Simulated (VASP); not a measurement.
# LiBe (P2_1/m) in VASP: reference runs

How does LiBe come out in PBE? The cell is run as given and disturbed.

Program: VASP 6.6.1. These are calculated values, not measurements. Logs are shortened: lines on timing, memory, paths and dates and some standing lists are left out, and cuts for length are marked.

## Step 1: Starting point

Symmetry: P2_1/m, No. 11, monoclinic system. Conventional cell: a = 2.296 Å, b = 3.613 Å, c = 5.528 Å, α = 90.00°, β = 94.17°, γ = 90.00°. Around Be (site symmetry m) lie 6 Be at 2.28 to 2.32 Å and 3 Li at 2.33 to 2.56 Å. Li (site symmetry m) has 2 Li at 2.30 Å and 3 Be at 2.33 to 2.56 Å as nearest neighbours.

The cell comes from a database or a generator and needn't be the stable form of this composition.

## Step 2: Single point, PBE

INCAR reads:

```
SYSTEM = LiBe
PREC = Accurate
ENCUT = 520
EDIFF = 1E-7
ISMEAR = -1
SIGMA = 0.05
LREAL = .FALSE.
LASPH = .TRUE.
NELM = 60
ALGO = Normal
ISIF = 2
LWAVE = .FALSE.
LCHARG = .TRUE.
GGA = PE
LELF = .TRUE.
LVHAR = .TRUE.
NBANDS = 13
```

KPOINTS reads:

```
regular mesh
0
G
  11 7 5
  0 0 0
```

POSCAR reads:

```
LiBe
1.0
    2.2959861536      0.0000000000      0.0000000000
    0.0000000000      3.6127729800      0.0000000000
   -0.4017425219      0.0000000000      5.5135259934
Be Li
2 2
Direct
    0.2435819200      0.7500000000      0.4238283600
    0.7564180800      0.2500000000      0.5761716400
    0.2631524400      0.7500000000      0.8451422600
    0.7368475600      0.2500000000      0.1548577400
```

Potentials or basis: VASP PAW PBE potentials, release 64 (Be, Li_sv).

Run with:

```
$ cat potpaw_PBE.64/Be/POTCAR potpaw_PBE.64/Li_sv/POTCAR > POTCAR
$ mpirun -np 1 vasp_std > vasp.out
```

OUTCAR:

```text
SYSTEM = LiBe
   PREC = Accurate
   ENCUT = 520
   EDIFF = 1E-7
   ISMEAR = -1
   LREAL = .FALSE.
   LASPH = .TRUE.
   NELM = 60
   ISIF = 2
   GGA = PE

 ion  position               nearest neighbor table
   1  0.244  0.750  0.424-   2 2.28   2 2.28   2 2.32   2 2.32   3 2.33
   2  0.756  0.250  0.576-   1 2.28   1 2.28   1 2.32   1 2.32   4 2.33
   3  0.263  0.750  0.845-   1 2.33
   4  0.737  0.250  0.155-   2 2.33

  LATTYP: Found a simple monoclinic cell.
 ALAT       =     2.2959861536
 B/A-ratio  =     1.5735168848
 C/A-ratio  =     2.4077423434
 COS(beta)  =    -0.0726722366

  Lattice vectors:

 A1 = (   2.2959861536,   0.0000000000,   0.0000000000)
 A2 = (   0.0000000000,   3.6127729800,   0.0000000000)
 A3 = (  -0.4017425219,   0.0000000000,   5.5135259934)

Analysis of symmetry for initial positions (statically):
=====================================================================
 Subroutine PRICEL returns:
 Original cell was already a primitive cell.

 Routine SETGRP: Setting up the symmetry group for a
 simple monoclinic supercell.

 Subroutine GETGRP returns: Found  4 space group operations
 (whereof  2 operations were pure point group operations)
 out of a pool of  4 trial point group operations.

The static configuration has the point symmetry S_2 .
 The point group associated with its full space group is C_2h.

Analysis of symmetry for dynamics (positions and initial velocities):
=====================================================================
 Subroutine PRICEL returns:
 Original cell was already a primitive cell.

 Routine SETGRP: Setting up the symmetry group for a
 simple monoclinic supercell.

 Subroutine GETGRP returns: Found  4 space group operations
 (whereof  2 operations were pure point group operations)
 out of a pool of  4 trial point group operations.

The dynamic configuration has the point symmetry S_2 .
 The point group associated with its full space group is C_2h.

 Subroutine INISYM returns: Found  4 space group operations
 (whereof  2 operations are pure point group operations),
 and found     1 'primitive' translations

----------------------------------------------------------------------------------------

                                     Primitive cell

  volume of cell :      45.7340

  direct lattice vectors                    reciprocal lattice vectors
     2.295986154  0.000000000  0.000000000     0.435542696  0.000000000  0.031735775
     0.000000000  3.612772980  0.000000000     0.000000000  0.276795693  0.000000000
    -0.401742522  0.000000000  5.513525993     0.000000000  0.000000000  0.181372138

  length of vectors
     2.295986154  3.612772980  5.528143082     0.436697378  0.276795693  0.181372138

  position of ions in fractional coordinates (direct lattice)
     0.243581920  0.750000000  0.423828360
     0.756418080  0.250000000  0.576171640
     0.263152440  0.750000000  0.845142260
     0.736847560  0.250000000  0.154857740

  ion indices of the primitive-cell ions
   primitive index   ion index
                 1           1
                 2           2
                 3           3
                 4           4

----------------------------------------------------------------------------------------

 KPOINTS: regular mesh

Automatic generation of k-mesh.
 Grid dimensions read from file:
 generate k-points for:   11    7    5

 Generating k-lattice:

  Cartesian coordinates                     Fractional coordinates (reciprocal lattice)
     0.039594791  0.000000000  0.002885070     0.090909091  0.000000000  0.000000000
     0.000000000  0.039542242  0.000000000     0.000000000  0.142857143  0.000000000
     0.000000000  0.000000000  0.036274428     0.000000000  0.000000000  0.200000000

  Length of vectors
     0.039699762  0.039542242  0.036274428

  Shift w.r.t. Gamma in fractional coordinates (k-lattice)
     0.000000000  0.000000000  0.000000000

 Subroutine IBZKPT returns following result:
 ===========================================

 Found    112 irreducible k-points:

 Following reciprocal coordinates:
            Coordinates               Weight
  0.000000  0.000000  0.000000      1.000000
  0.090909  0.000000 -0.000000      2.000000
  0.181818  0.000000 -0.000000      2.000000
  0.272727  0.000000 -0.000000      2.000000
  0.363636  0.000000  0.000000      2.000000
  0.454545  0.000000  0.000000      2.000000
[... 16 lines left out ...]
  0.363636  0.428571  0.000000      4.000000
  0.454545  0.428571  0.000000      4.000000
 [... further k-points ...]
   k-points           NKPTS =    112   k-points in BZ     NKDIM =    112   number of bands    NBANDS=     13
   number of dos      NEDOS =    301   number of ions     NIONS =      4
   total plane-waves  NPLWV =  21168
   dimension x,y,z NGX =    18 NGY =   28 NGZ =   42
   dimension x,y,z NGXF=    36 NGYF=   56 NGZF=   84
   ions per type =               2   2
   NGX,Y,Z   is equivalent  to a cutoff of  13.03, 12.88, 12.63 a.u.
   NGXF,Y,Z  is equivalent  to a cutoff of  26.07, 25.77, 25.26 a.u.
 SYSTEM =  LiBe
   PREC   = accura    normal or accurate (medium, high low for compatibility)
   ISTART =      0    job   : 0-new  1-cont  2-samecut
   ICHARG =      2    charge: 1-file 2-atom 10-const
   ISPIN  =      1    spin polarized calculation?
   LNONCOLLINEAR =      F non collinear calculations
   LSORBIT =      F    spin-orbit coupling
   LASPH  =      T    aspherical Exc in radial PAW
   ENCUT  =  520.0 eV  38.22 Ry    6.18 a.u.   4.27  6.72 10.28*2*pi/ulx,y,z
   NELM   =     60;   NELMIN=  2; NELMDL= -5     # of ELM steps
   EDIFF  = 0.1E-06   stopping-criterion for ELM
   LREAL  =      F    real-space projection
   EDIFFG = 0.1E-05   stopping-criterion for IOM
   NSW    =      0    number of steps for IOM
   IBRION =     -1    ionic relax: 0-MD 1-quasi-New 2-CG
   NFREE  =      0    steps in history (QN), initial steepest desc. (CG)
   ISIF   =      2    stress and relaxation
   ISYM   =      2    0-nonsym 1-usesym 2-fastsym
   POTIM  = 0.5000    time-step for ionic-motion
   TEBEG  =    0.0;   TEEND  =   0.0 temperature during run
   PSTRESS=    0.0 pullay stress
   NELECT =      10.0000    total number of electrons
   NUPDOWN=      -1.0000    fix difference up-down
   EMIN   =  10.00;   EMAX   =-10.00  energy-range for DOS
   EFERMI =   0.00;   METHOD = LEGACY
   ISMEAR =    -1;   SIGMA  =   0.05  broadening in eV -4-tet -1-fermi 0-gaus
   EFERMI_NEDOS =   21; number of points for ismear=-14 and -15
   IALGO  =     38    algorithm
   IMIX   =      4    mixing-type and parameters
     AMIX     =   0.40;   BMIX     =  1.00
     AMIX_MAG =   1.60;   BMIX_MAG =  1.00
  volume/ion in A,a.u.               =      11.43        77.16
  Fermi-wavevector in a.u.,A,eV,Ry     =   0.986268  1.863777 13.234727  0.972725
  Thomas-Fermi vector in A             =   2.117637
   LORBIT       =      0    0 simple, 1 ext, 2 COOP (PROOUT), +10 PAW based schemes
   GGA     = PE    functional components
   LHFCALC =     F    Hartree Fock is set to
   AEXX    =    0.0000 exact exchange contribution
   IVDW    =     0    specifies the selected vdW correction
   LEPSILON=     F    determine dielectric tensor
   LRPA    =     F    only Hartree local field effects (RPA)
 non-spin polarized calculation
  energy-cutoff  :      520.00
  volume of cell :       45.73
 maximum number of plane-waves:      1243
 NGX is ok and might be reduce to    18
   NGX =  9   NGY = 13   NGZ = 21

 number of electron      10.0000000 magnetization

 number of electron       9.9999987 magnetization

 Free energy of the ion-electron system (eV)
  ---------------------------------------------------
  ext. energy  EPLUGINS =         0.00000000
  ---------------------------------------------------
  free energy    TOTEN  =       -10.70773183 eV

  energy without entropy =      -10.69808214  energy(sigma->0) =      -10.70290698

 E-fermi :   3.1824     XC(G=0):  -8.9354

 val. band max:        3.1703170523   @ k =   0.4545   0.0000   0.2000
 cond. band min:       3.1934957228   @ k =  -0.2727   0.4286   0.4000
 fundamental gap:      0.0231786705
 Fermi energy:         3.1823668230

 k-point     1 :       0.0000    0.0000    0.0000
  band No.  band energies     occupation
      1     -42.9722      2.00000
      2     -42.9289      2.00000
      3      -4.3887      2.00000
      4       0.1360      2.00000
      5       1.0321      2.00000
      6       2.4239      2.00000
      7       7.5337      0.00000
      8       8.8621      0.00000
      9       9.1209      0.00000
     10       9.8766      0.00000
     11      13.4050      0.00000
     12      13.7947      0.00000
     13      15.7614      0.00000

 k-point     2 :       0.0909    0.0000   -0.0000
  band No.  band energies     occupation
      1     -42.9627      2.00000
      2     -42.9211      2.00000
      3      -4.2172      2.00000
      4       0.3164      2.00000
      5       1.2224      2.00000
      6       2.6520      1.99995
      7       7.5568      0.00000
      8       9.0286      0.00000
      9       9.4077      0.00000
     10      10.0611      0.00000
     11      13.1612      0.00000
     12      13.6610      0.00000
     13      13.7331      0.00000
[... 321 lines left out ...]
 k-point    23 :       0.3636    0.4286    0.0000
  band No.  band energies     occupation
      1     -42.8622      2.00000
      2     -42.8576      2.00000
      3      -0.2405      2.00000
      4       0.8214      2.00000
      5       4.3188      0.00000
      6       4.8831      0.00000
      7       6.6447      0.00000
      8       7.0571      0.00000
      9       7.3952      0.00000
     10       8.5968      0.00000
     11      11.8018      0.00000
     12      12.3923      0.00000
     13      14.4469      0.00000

 k-point    24 :       0.4545    0.4286    0.0000
  band No.  band energies     occupation
      1     -42.8447      2.00000
      2     -42.8419      2.00000
      3       0.9204      2.00000
      4       1.4581      2.00000
      5       5.5686      0.00000
      6       6.0681      0.00000
      7       6.6273      0.00000
      8       6.7204      0.00000
      9       7.0394      0.00000
     10       7.9101      0.00000
     11       9.5113      0.00000
     12       9.8018      0.00000
     13      14.0064      0.00000

 [... further k-points ...]

------------------------ aborting loop because EDIFF is reached ----------------------------------------

  FORCE on cell =-STRESS in cart. coord.  units (eV):
  Direction    XX          YY          ZZ          XY          YZ          ZX
  --------------------------------------------------------------------------------------
  -------------------------------------------------------------------------------------
  Total       -0.2432263     -0.0257871      0.0932031      0.0000000      0.0000000      0.1201335
  in kB       -8.5208272     -0.9033854      3.2651376      0.0000000      0.0000000      4.2085761
  external PRESSURE =      -2.0530250 kB  Pullay stress =       0.0000000 kB

 VOLUME and BASIS-vectors are now :
 -----------------------------------------------------------------------------
  energy-cutoff  :      520.00
  volume of cell :       45.73
      direct lattice vectors                 reciprocal lattice vectors
     2.295986154  0.000000000  0.000000000     0.435542696  0.000000000  0.031735775
     0.000000000  3.612772980  0.000000000     0.000000000  0.276795693  0.000000000
    -0.401742522  0.000000000  5.513525993     0.000000000  0.000000000  0.181372138

 POSITION                                       TOTAL-FORCE (eV/Angst)
 -----------------------------------------------------------------------------------
      0.38899      2.70958      2.33679         0.000479     -0.000000     -0.026198
      1.50525      0.90319      3.17674        -0.000479     -0.000000      0.026198
      0.26466      2.70958      4.65971        -0.003390     -0.000000     -0.002533
      1.62958      0.90319      0.85381         0.003390      0.000000      0.002533
 -----------------------------------------------------------------------------------
    total drift:                                0.000000      0.000000     -0.000000

  FREE ENERGIE OF THE ION-ELECTRON SYSTEM (eV)
  ---------------------------------------------------
  free  energy   TOTEN  =       -10.7077318270 eV

  energy  without entropy=      -10.6980821403  energy(sigma->0) =      -10.70290698
```

Wall time 34 s (1 thread of AMD EPYC 9R45 (Zen 5), shared host); peak memory 0.15 GiB.

Results:

| Item | Value |
| --- | --- |
| Free energy | -10.7077 eV |
| Largest force | 0.026 eV/Å |
| Band gap on the k mesh | none (metal or under the smearing width) |

Forces in eV/Å, atoms in the order of the input:
```
Be   0.000  0.000 -0.026
Be   0.000  0.000  0.026
Li  -0.003  0.000 -0.003
Li   0.003  0.000  0.003
```

Caveat: the cutoff is under 1.25 times the usual one of these potentials, so pressure, stress and relaxed cells hold a basis-set (Pulay) error.

## Step 3: Single point, PBE (atoms moved at random, drawn with an rms of 0.05 Å)

INCAR reads:

```
SYSTEM = LiBe
ALGO     = Normal         ! electronic algorithm
EDIFF    = 1E-7           ! SCF threshold, eV
ENCUT    = 520            ! plane-wave cutoff, eV
GGA      = PE             ! functional
ISIF     = 2              ! what is computed and relaxed
ISMEAR   = -1             ! smearing method
LASPH    = .TRUE.         ! aspherical terms in the spheres
LCHARG   = .FALSE.        ! write CHGCAR
LREAL    = .FALSE.        ! projectors in reciprocal space
LWAVE    = .FALSE.        ! write WAVECAR
NBANDS   = 13             ! bands
NELM     = 60             ! most SCF steps
PREC     = Accurate       ! precision mode
SIGMA    = 0.05           ! smearing width, eV
```

KPOINTS reads:

```
k-points
0
G
  11 7 5
  0 0 0
```

POSCAR reads:

```
LiBe
1.0
    2.2959861536      0.0000000000      0.0000000000
    0.0000000000      3.6127729800      0.0000000000
   -0.4017425219      0.0000000000      5.5135259934
Be Li
2 2
Direct
    0.2689720000      0.7578760000      0.4242710000
    0.7681370000      0.2360690000      0.5659350000
    0.2778440000      0.7688110000      0.8468290000
    0.7391970000      0.2588130000      0.1610870000
```

Potentials or basis: VASP PAW PBE potentials, release 64 (Be, Li_sv).

Run with:

```
$ cat potpaw_PBE.64/Be/POTCAR potpaw_PBE.64/Li_sv/POTCAR > POTCAR
$ mpirun -np 1 vasp_std > vasp.out
```

OUTCAR:

```text
SYSTEM = LiBe
   EDIFF = 1E-7
   ENCUT = 520
   GGA = PE
   ISIF = 2
   ISMEAR = -1
   LASPH = .TRUE.
   LREAL = .FALSE.
   NELM = 60
   PREC = Accurate

 ion  position               nearest neighbor table
   1  0.269  0.758  0.424-   2 2.19   2 2.25   2 2.31   3 2.33   2 2.37
   2  0.768  0.236  0.566-   1 2.19   4 2.24   1 2.25   1 2.31   1 2.37
   3  0.278  0.769  0.847-   1 2.33
   4  0.739  0.259  0.161-   2 2.24

  LATTYP: Found a simple monoclinic cell.
 ALAT       =     2.2959861536
 B/A-ratio  =     1.5735168848
 C/A-ratio  =     2.4077423434
[... 584 lines left out ...]
  --------------------------------------------------------------------------------------
  -------------------------------------------------------------------------------------
  Total       -0.3164014      0.1573500      0.5816607      0.0465977      0.0501599      0.1224238
  in kB      -11.0843337      5.5123633     20.3770310      1.6324330      1.7572272      4.2888126
  external PRESSURE =       4.9350202 kB  Pullay stress =       0.0000000 kB

 VOLUME and BASIS-vectors are now :
 -----------------------------------------------------------------------------
  energy-cutoff  :      520.00
  volume of cell :       45.73
      direct lattice vectors                 reciprocal lattice vectors
     2.295986154  0.000000000  0.000000000     0.435542696  0.000000000  0.031735775
     0.000000000  3.612772980  0.000000000     0.000000000  0.276795693  0.000000000
    -0.401742522  0.000000000  5.513525993     0.000000000  0.000000000  0.181372138

 POSITION                                       TOTAL-FORCE (eV/Angst)
 -----------------------------------------------------------------------------------
      0.44711      2.73803      2.33923        -0.127967     -0.311619     -0.078685
      1.53627      0.85286      3.12030         0.108126      0.500283      0.332958
      0.29772      2.77754      4.66901        -0.022206     -0.227869     -0.050168
      1.63247      0.93503      0.88816         0.042048      0.039204     -0.204105
 -----------------------------------------------------------------------------------
    total drift:                                0.000247      0.000024     -0.000111

  FREE ENERGIE OF THE ION-ELECTRON SYSTEM (eV)
  ---------------------------------------------------
  free  energy   TOTEN  =       -10.6675470439 eV

  energy  without entropy=      -10.6573080332  energy(sigma->0) =      -10.66242754
```

OSZICAR:

```text
N       E                     dE             d eps       ncg     rms          rms(c)
DAV:   1     0.305708603527E+02    0.30571E+02   -0.44679E+03  5018   0.744E+02
DAV:   2    -0.483984975531E+01   -0.35411E+02   -0.34049E+02  6064   0.166E+02
DAV:   3    -0.109792823410E+02   -0.61394E+01   -0.60682E+01  9746   0.434E+01
DAV:   4    -0.110569355437E+02   -0.77653E-01   -0.77615E-01  6237   0.694E+00
DAV:   5    -0.110578985765E+02   -0.96303E-03   -0.96299E-03  8142   0.690E-01    0.194E+00
DAV:   6    -0.106813892947E+02    0.37651E+00   -0.90800E-01  6494   0.265E+00    0.762E-01
DAV:   7    -0.106681163510E+02    0.13273E-01   -0.76286E-02  7636   0.102E+00    0.399E-01
DAV:   8    -0.106695126581E+02   -0.13963E-02   -0.24636E-02  6158   0.587E-01    0.139E-01
DAV:   9    -0.106677480141E+02    0.17646E-02   -0.12790E-02  6451   0.320E-01    0.582E-02
DAV:  10    -0.106675643163E+02    0.18370E-03   -0.13990E-03  6227   0.129E-01    0.153E-02
DAV:  11    -0.106675469920E+02    0.17324E-04   -0.12127E-04  6498   0.472E-02    0.299E-03
DAV:  12    -0.106675470269E+02   -0.34863E-07   -0.43948E-06  6701   0.121E-02    0.137E-03
DAV:  13    -0.106675470439E+02   -0.17021E-07   -0.28907E-07  6925   0.262E-03
   1 F= -.10667547E+02 E0= -.10662428E+02  d E =-.102390E-01
```

stdout:

```text
POSCAR found type information on POSCAR BeLi
 POSCAR found :  2 types and       4 ions
 scaLAPACK will be used
 LDA part: xc-table for (Slater+PW92), standard interpolation
 POSCAR, INCAR and KPOINTS ok, starting setup
 FFT: planning ... GRIDC
 FFT: planning ... GRID_SOFT
 FFT: planning ... GRID
 WAVECAR not read
 entering main loop
```

Wall time 51 s (1 thread of AMD EPYC 9R45 (Zen 5), shared host); peak memory 0.18 GiB.

Results:

```
Free energy            : -10.6675 eV
Largest force          : 0.611 eV/Å
Band gap on the k mesh : none (metal or under the smearing width)
```

Forces on the atoms (eV/Å):
```
Be  -0.128 -0.312 -0.079
Be   0.108  0.500  0.333
Li  -0.022 -0.228 -0.050
Li   0.042  0.039 -0.204
```

Levels at points of the mesh, in eV from the Fermi level:
```
           k point  band 1  band 2  band 3  band 4  band 5  band 6  band 7  band 8  band 9  band 10
(0.00, 0.00, 0.00)  -46.20  -46.11   -7.59   -3.04   -2.12   -0.82    4.25    5.71    6.05     6.83
```

Caveat: the cutoff is under 1.25 times the usual one of these potentials, so pressure, stress and relaxed cells hold a basis-set (Pulay) error.
